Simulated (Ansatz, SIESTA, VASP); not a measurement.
Code comparison for TiOs (P1, 2 atoms in the cell)

Self-consistent single point, at a second geometry (atoms moved at random). First geometry:

```
TiOs
1.0
    3.08463     0.00000     0.00000
    0.00000     3.08463     0.00000
    0.00000     0.00000     3.08463
Ti Os
1 1
Direct
  0.50000   0.50000   0.50000
  0.00000   0.00000   0.00000
```

Second geometry:
```xyz
2
Lattice="3.0846 0.0000 0.0000 0.0000 3.0846 0.0000 0.0000 0.0000 3.0846" Properties=species:S:1:pos:R:3 pbc="T T T"
Ti     1.5403     1.5655     1.5253
Os     0.0020    -0.0232     0.0170
```

Shared settings, as Ansatz (a program for electronic structure) writes them: kpoints.mp_grid.grid = 14 14 14; scf.occupations.method = gaussian; scf.occupations.width = 0.0073 Ry. Potentials and cutoffs stand in the table.

| code | model | ΔF from the first geometry (meV/atom) | pressure (GPa) | largest force (eV/Å) | cutoff |
|---|---|---|---|---|---|
| VASP | PBEsol, VASP's PBE PAW potentials (set 64) | 5.5 | -6.08 | 0.387 | 300 eV |
| Ansatz | PBEsol, default PAW files made with PBE | 5.6 | -5.37 | 0.393 | default |
| SIESTA | GGA PBEsol, numerical atomic orbitals DZP, PseudoDojo PBEsol standard norm-conserving potentials (rewritten from UPF to PSML) | 6.0 | -7.26 | 0.435 | grid 300 Ry |

On Ansatz's run: spin-orbit coupling is off. Spin polarisation is off.

The spread over the programs that give each value: ΔF from the first geometry within 0.5 meV/atom; pressure within 1.89 GPa; largest force within 0.048 eV/Å.

SIESTA uses small atom-centred bases, whose incompleteness enters pressures, forces and empty levels differently from a plane-wave cutoff. Ansatz's pressure is given at a fixed set of plane waves, as the other plane-wave codes print theirs; with its correction for the finite basis it is -5.32 GPa. In the pressure, SIESTA (by 1.53) lies more than 1 GPa from the median of the plane-wave programs.

VASP's run is marked for a possible Pulay error in its stress at this cutoff; no cutoff test was made.

The starting cell comes from a database of computed structures (which also holds hypothetical and non-ambient phases and stackings), without a prior relaxation at this level. For this run, on top of that: atoms moved at random.

Keys are those of Ansatz 0.2.
